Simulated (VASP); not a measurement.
Consider the following.

```
Er
1.0
    1.76926    -3.06446     0.00000
    1.76926     3.06446     0.00000
    0.00000     0.00000     5.45332
Er
2
Cartesian
  1.76926   1.02149   1.36333
  1.76926  -1.02149   4.08999
```

Method: PBE GGA with D3 dispersion (Becke-Johnson damping), VASP's PBE PAW potentials (set 64) (plane waves; VASP). Settings: 520 eV cut-off, Gaussian smearing of 0.050 eV, potentials Er_3.

The 4f electrons are frozen in the core of the lanthanide potential, so 4f levels, which can set the real gap, and their magnetism are missing.

Problem. Predict the band gap (along the path) with the smallest direct gap where there is one.

Solution. 
```json
{
  "band gap (along the path)": "none (metal, semimetal or under 0.01 eV)"
}
```

Total energies compare only between runs with the same potentials, cut-off and functional.

The compound is Er in the hcp structure. It was relaxed first.
